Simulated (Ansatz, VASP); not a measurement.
# Cross-check of MoS2 between VASP and Ansatz

Wanted: the spread between two codes on one cell, functional and k mesh. Of the first pair: The structure shown is the end of the Ansatz relaxation below.

Main program and level: Ansatz 0.2.0; plane waves, with VASP 6.6.1 beside it; single point at PBEsol with D3(BJ).

## Step 1: Set-up

The cell holds 18 atoms: 6 Mo and 12 S. Cell: a = 3.110 Å, b = 3.110 Å, c = 91.580 Å, α = 90.0°, β = 90.0°, γ = 120.0°. Vacuum lies along c.

## Step 2: Ansatz: relaxation, PBEsol with D3(BJ)

Ansatz runs on its PAW soft_1 files.

This run makes the geometry at which the two programs are then compared.

File input.yaml:

```yaml
crystal:
  lattice:
    - [3.1103695846, 0.0, 0.0]
    - [-1.5551847923, 2.6936590754, 0.0]
    - [0.0, 0.0, 91.57995532]
  atoms:
    - { symbol: Mo, position: [0.3333333333, 0.6666666667, 0.1125011874] }
    - { symbol: S, position: [0.6666666667, 0.3333333333, 0.0954121789] }
    - { symbol: S, position: [0.6666666667, 0.3333333333, 0.1295857917] }
    - { symbol: Mo, position: [0.6666666667, 0.3333333333, 0.1765005808] }
    - { symbol: S, position: [0.3333333333, 0.6666666667, 0.1594339089] }
    - { symbol: S, position: [0.3333333333, 0.6666666667, 0.1935666931] }
    - { symbol: Mo, position: [0.3333333333, 0.6666666667, 0.2404269935] }
    - { symbol: S, position: [0.6666666667, 0.3333333333, 0.2233615462] }
    - { symbol: S, position: [0.6666666667, 0.3333333333, 0.2574924059] }
    - { symbol: Mo, position: [0.6666666667, 0.3333333333, 0.3043428726] }
    - { symbol: S, position: [0.3333333333, 0.6666666667, 0.2872774602] }
    - { symbol: S, position: [0.3333333333, 0.6666666667, 0.3214083199] }
    - { symbol: Mo, position: [0.3333333333, 0.6666666667, 0.3682692854] }
    - { symbol: S, position: [0.6666666667, 0.3333333333, 0.3512031731] }
    - { symbol: S, position: [0.6666666667, 0.3333333333, 0.3853359572] }
    - { symbol: Mo, position: [0.6666666667, 0.3333333333, 0.4322686788] }
    - { symbol: S, position: [0.3333333333, 0.6666666667, 0.4151840744] }
    - { symbol: S, position: [0.3333333333, 0.6666666667, 0.4493576873] }
  periodic: [true, true, false]
kpoints:
  mp_grid: { grid: [9, 9, 1] }
hamiltonian:
  xc: pbesol
  dispersion: d3bj
  pseudopotentials: { kind: paw, azcp: { folder: soft_1 }, xc_functional: pbe }
scf:
  occupations: { method: fixed }
output:
  forces: true
  stress: true
  eigenvalues: true
relax:
  adjacent_minimum: "off"
  f_tol: 0.001
  max_steps: 60
  cell: { stress_2d_tol: 0.002 }
```

On the command line:

```
$ ansatz run input.yaml --threads 8 --pin off --max-ram 20480MiB --backend cpu --events-out ev --progress --plain --runs-dir out
```

Numbers of over 12 decimals in the logs are rounded to 6 here.

The log of the run:

```text
Engine: ansatz 0.2.0, aarch64-unknown-linux-gnu
Pseudopotentials: kind: paw
Pseudopotential: Mo, paw, valence charge 14, recommended cutoff 420 eV (normal), soft_1/Mo.paw.azcp
Pseudopotential: S, paw, valence charge 6, recommended cutoff 420 eV (normal), soft_1/S.paw.azcp
Functional definition: PBEsol
  exchange = pbesol_x
  correlation = pbesol_c
Crystal: 18 atoms, lattice volume = 767.282 Å³
Basis set: ecut = 420 eV, 14923 PW (Γ), exchange–correlation on 48×48×1250 points (8 copies of the dense FFT grid, shifted against one another)
Bands: 96, of which v1, the nominal top of the filled ones, is band 78 counted from 1 (77 counted from 0)
Symmetry: 12 space group operations
Space group: P-3m1 (ITA 164), of the structure as read, at distance tolerance 9.2e-5 Å
k-points: 12 of 81
Non-local potential: Mo, projectors of the file, l = 0: 3, l = 1: 2, l = 2: 2, l = 3: 1
Non-local potential: S, projectors of the file, l = 0: 2, l = 1: 2, l = 2: 1
PAW form: soft (Blöchl's): semilocal exchange-correlation on the pseudo side does not see the compensation charge
PAW frozen core: Mo, regenerated for the run's functional, and the local potential with it (the file was generated under x = pbe(κ = 0.804, μ = 0.219515), c = pbe(β = 0.066725))
PAW frozen core: S, regenerated for the run's functional, and the local potential with it (the file was generated under x = pbe(κ = 0.804, μ = 0.219515), c = pbe(β = 0.066725))
PAW one-centre angular grid: Mo, 590 points (default); XC on 64 Gauss nodes
PAW one-centre angular grid: S, 110 points (default); XC on 64 Gauss nodes
Initial density: superposition of atomic densities (neutral atoms: chi_scale 0, normalization atom)
Initial wavefunctions: pseudopotential atomic-orbital guess
Functional: x = pbesol(κ = 0.804, μ = 0.123457), c = pbesol(β = 0.046)
SCF iter   1: F=—  HF=-40035.779430 eV  |F-HF|=—  |Δ(HF+E_count)|=         —  Δρ=5.45e-2  dr2=3.24e1  ethr=3.10e-3  ⟨swp⟩=7.6  Hψ=6767  notcnv=0  defer=133
preconditioner: auto → Resta (q_TF=auto, 2.092 Å⁻¹)  ε∞=3.5  [insulator: Δε(μ)=0.690 eV  Ē_g=8.854 eV  n_scr=60 (ndim 8)  ℏωp=13.9 eV  f_vac=0.607  ε∞_Penn≈3.5  vacuum switching on, ρ_ref=5.7e-3 e/Å³]
SCF iter   2: F=—  HF=-40029.998602 eV  |F-HF|=—  |Δ(HF+E_count)|=    5.78e0  Δρ=2.66e-2  dr2=1.56e1  ethr=3.10e-3  ⟨swp⟩=4.8  Hψ=3315  notcnv=0  defer=145
SCF iter   3: F=—  HF=-40027.959627 eV  |F-HF|=—  |Δ(HF+E_count)|=    2.04e0  Δρ=1.30e-2  dr2=1.05e0  ethr=3.10e-3  ⟨swp⟩=4.2  Hψ=2544  notcnv=0  defer=148
SCF iter   4: F=—  HF=-40027.694643 eV  |F-HF|=—  |Δ(HF+E_count)|=   2.65e-1  Δρ=2.33e-3  dr2=4.22e-2  ethr=6.71e-4  ⟨swp⟩=3.2  Hψ=2334  notcnv=0  defer=167
SCF iter   5: F=—  HF=-40027.699801 eV  |F-HF|=—  |Δ(HF+E_count)|=   5.16e-3  Δρ=6.77e-4  dr2=1.20e-2  ethr=2.71e-5  ⟨swp⟩=3.8  Hψ=2570  notcnv=0  defer=192
SCF iter   6: F=—  HF=-40027.701043 eV  |F-HF|=—  |Δ(HF+E_count)|=   1.24e-3  Δρ=5.58e-4  dr2=2.07e-2  ethr=7.70e-6  ⟨swp⟩=4.9  Hψ=2345  notcnv=0  defer=187
SCF iter   7: F=—  HF=-40027.699543 eV  |F-HF|=—  |Δ(HF+E_count)|=   1.50e-3  Δρ=2.00e-4  dr2=1.58e-3  ethr=7.70e-6  ⟨swp⟩=3.2  Hψ=1598  notcnv=0  defer=183
SCF iter   8: F=—  HF=-40027.699635 eV  |F-HF|=—  |Δ(HF+E_count)|=   9.20e-5  Δρ=1.42e-4  dr2=5.08e-4  ethr=1.01e-6  ⟨swp⟩=3.5  Hψ=2201  notcnv=0  defer=176
SCF iter   9: F=—  HF=-40027.699603 eV  |F-HF|=—  |Δ(HF+E_count)|=   3.20e-5  Δρ=4.78e-5  dr2=5.14e-5  ethr=3.25e-7  ⟨swp⟩=2.9  Hψ=1739  notcnv=0  defer=168
SCF iter  10: F=—  HF=-40027.698893 eV  |F-HF|=—  |Δ(HF+E_count)|=   7.10e-4  Δρ=2.06e-5  dr2=2.07e-5  ethr=3.30e-8  ⟨swp⟩=3.2  Hψ=2416  notcnv=0  defer=169
SCF iter  11: F=—  HF=-40027.698893 eV  |F-HF|=—  |Δ(HF+E_count)|=   1.58e-7  Δρ=1.27e-5  dr2=8.37e-6  ethr=1.33e-8  ⟨swp⟩=2.4  Hψ=1720  notcnv=0  defer=157
SCF iter  12: F=—  HF=-40027.698892 eV  |F-HF|=—  |Δ(HF+E_count)|=   4.41e-7  Δρ=6.35e-6  dr2=2.07e-6  ethr=5.36e-9  ⟨swp⟩=2.9  Hψ=1739  notcnv=0  defer=158
SCF iter  13: F=—  HF=-40027.698892 eV  |F-HF|=—  |Δ(HF+E_count)|=   6.71e-8  Δρ=2.26e-6  dr2=1.54e-7  ethr=1.33e-9  ⟨swp⟩=3.1  Hψ=1917  notcnv=0  defer=158
SCF iter  14: F=—  HF=-40027.698892 eV  |F-HF|=—  |Δ(HF+E_count)|=   1.29e-8  Δρ=1.63e-6  dr2=1.31e-7  ethr=6.41e-11  ⟨swp⟩=23.1  Hψ=9261  notcnv=0
SCF iter  15: F=-40027.698892 eV  HF=-40027.698892 eV  |F-HF|=1.88e-9  |Δ(HF+E_count)|=   1.08e-8  Δρ=2.69e-7  dr2=2.11e-9  ethr=6.41e-11  ⟨swp⟩=4.2  Hψ=4795  notcnv=0
SCF 1 converged in 15 iterations: F = -40027.698892 eV  dr2 = 2.11e-9
  greatest PAW one-centre occupation: 0.999 electrons in one spin orbital (limit 2), on the Mo atom at site 15 (counted from 0), in its partial waves of l = 0
[...]
basis re-selected at this cell: Δ(F+E_penalty+E_count) = +4.948e-10 eV, ΔP = -0.000 N/m vs the last step (what re-selecting the basis moved, of the pressure what is left beyond the Pulay correction that the steps carried, after the strain that the cell walked since its last selection, with what the two solves' SCF thresholds leave and, on support functions, any second-order correction that the steps lacked; it is no  [...]
SCF converged after 15 iterations
Free energy (F): -40027.698893 eV
Harris-Foulkes:  -40027.698893 eV  (|F-HF|=7.06e-10)
Internal energy: -40027.698893 eV  (E = F + TS)
E sigma→0 (E₀):  -40027.698893 eV
Fermi energy:    -5.094167 eV
--- Per-component energies (eV) ---
  E_band       = -3465.218239
  E_kinetic    = 3822.211606
  E_local      = -2972479.959547  (includes V_loc(G=0)·N_el)
  E_nonlocal   = 1315.853805
  E_hartree    = 1483638.507648
  E_xc         = -2117.777703
  E_vxc        = -2320.180517  (∫ρ·V_xc dr)
  E_paw        = -26032.601051  (= ΣΔE_a)
  E_vpaw       = -1080.159144  (= ΣTr[D̂ρ^β])
  E_aug_tail   = 0.000244  (compensation charges beyond the density's cutoff)
  E_ewald      = 1471830.823629
  E_disp       = -6.756716  (pairwise vdW)
  E_core_change = 1.999192  (= ΣΔE_core)
  E_smearing   = -0.000000  (= −TS)
  E_closure    = 0.000000  (closes the sum)
  Σ components = -40027.698893   (vs F -40027.698893, Δ=0.00e0)
--- Forces (eV/Å), atoms counted from 1 ---
  atom   1  Mo     0.00000000    -0.00000000    -0.00002384
  atom   2  S      0.00000000    -0.00000000    -0.00002380
  atom   3  S      0.00000000    -0.00000000    -0.00005749
  atom   4  Mo    -0.00000000     0.00000000    -0.00002803
  atom   5  S     -0.00000000     0.00000000    -0.00001219
  atom   6  S      0.00000000     0.00000000    -0.00003502
  atom   7  Mo     0.00000000    -0.00000000    -0.00002713
  atom   8  S      0.00000000    -0.00000000    -0.00001074
  atom   9  S      0.00000000    -0.00000000     0.00000417
  atom  10  Mo     0.00000000     0.00000000     0.00002713
  atom  11  S      0.00000000     0.00000000    -0.00000417
  atom  12  S      0.00000000     0.00000000     0.00001074
  atom  13  Mo     0.00000000    -0.00000000     0.00002803
  atom  14  S     -0.00000000    -0.00000000     0.00003502
  atom  15  S      0.00000000    -0.00000000     0.00001219
  atom  16  Mo     0.00000000     0.00000000     0.00002384
  atom  17  S      0.00000000     0.00000000     0.00005749
  atom  18  S      0.00000000     0.00000000     0.00002380
  max |Σ_I F_I| component: 1.16e-17 eV/Å
--- 2D stress c σ (N/m, compression-positive) ---
        0.000445       0.000000       0.000000
        0.000000       0.000445       0.000000
        0.000000       0.000000       0.000000
  P = ½ c Tr σ = 0.0004 N/m
--- Band table (eV; the first three rows and the last of 12) ---
  k-point 0: bands = [... 74 lower, -5.5320, -5.3202, -5.1766, -5.0942, -3.0423, -3.0423, -3.0421, -3.0421, ... 14 higher]
  k-point 1: bands = [... 74 lower, -5.7529, -5.6521, -5.5934, -5.5649, -3.2258, -3.2194, -3.2127, -3.2060, ... 14 higher]
  k-point 2: bands = [... 74 lower, -6.5675, -6.5483, -6.5405, -6.5309, -3.9714, -3.8741, -3.7235, -3.5680, ... 14 higher]
  k-point 11: bands = [... 74 lower, -6.0121, -5.9442, -5.8799, -5.8359, -4.0314, -4.0314, -4.0292, -4.0292, ... 14 higher]
--- Relaxed structure (3 steps of the walk, 2 accepted, 1 SCFs on fresh bases) ---
  F+E_penalty+E_count = -40027.69889328 eV   max|allowed force component| = 5.749e-5 eV/Å   (the final SCF, on the basis selected at the relaxed cell)
  cell:  # Å, volume = 767.2707 Å³
    - [3.110347, 0.0, 0.0]
    - [-1.555173, 2.693639, 0.0]
    - [0.0, 0.0, 91.57995532]
  atoms:
    - { symbol: Mo, position: [0.333333, 0.666667, 0.112499] }
    - { symbol: S, position: [0.666667, 0.333333, 0.095409] }
    - { symbol: S, position: [0.666667, 0.333333, 0.129583] }
    - { symbol: Mo, position: [0.666667, 0.333333, 0.176497] }
    - { symbol: S, position: [0.333333, 0.666667, 0.159431] }
    - { symbol: S, position: [0.333333, 0.666667, 0.193564] }
    - { symbol: Mo, position: [0.333333, 0.666667, 0.240425] }
    - { symbol: S, position: [0.666667, 0.333333, 0.223359] }
    - { symbol: S, position: [0.666667, 0.333333, 0.257491] }
    - { symbol: Mo, position: [0.666667, 0.333333, 0.304345] }
    - { symbol: S, position: [0.333333, 0.666667, 0.287279] }
    - { symbol: S, position: [0.333333, 0.666667, 0.321410] }
    - { symbol: Mo, position: [0.333333, 0.666667, 0.368273] }
    - { symbol: S, position: [0.666667, 0.333333, 0.351206] }
    - { symbol: S, position: [0.666667, 0.333333, 0.385339] }
    - { symbol: Mo, position: [0.666667, 0.333333, 0.432271] }
    - { symbol: S, position: [0.333333, 0.666667, 0.415187] }
    - { symbol: S, position: [0.333333, 0.666667, 0.449361] }
```

(Continued in part 2 of 3.)

[Lines on the potential files, build, host, timing and source positions are cut from VASP's logs without a mark.]

[Logs are printed without paths, hosts, clocks, repeated set-up lines and the standing remarks that a program may print on its own settings, such as how far it seeks lower states.]

[Hosts, paths, dates, database ids (printed as entryN), source tags and the programs' standing remarks are cut or masked in the printed files.]
